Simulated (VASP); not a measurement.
Energy against volume of PbF2 (fluorite). All values below come from r2SCAN+rVV10, VASP's PBE PAW potentials (set 64) (plane waves; VASP). Numerical set-up: 520 eV cut-off, 7×7×7 Γ-centred mesh, Gaussian smearing of 0.050 eV, potentials Pb_d F.

```tsv
V (Å³/atom)	E (eV/atom)
16.574	-23.08043
17.086	-23.08509
17.599	-23.08199
18.112	-23.07233
```

Problem. Fit these four points and predict the energy of the run at 16.061 Å³/atom.

Solution. A cubic in V^(−2/3), the third-order Birch-Murnaghan form, passes through the four points with V0 = 17.12 Å³/atom and B0 = 80 GPa, and gives -23.0666 eV/atom there. The run gave -23.0665 eV/atom, +0.1 meV/atom from the fit; all five points give B0 = 80 GPa.

The compound is PbF2 in the fluorite structure, the β form. It was relaxed first.
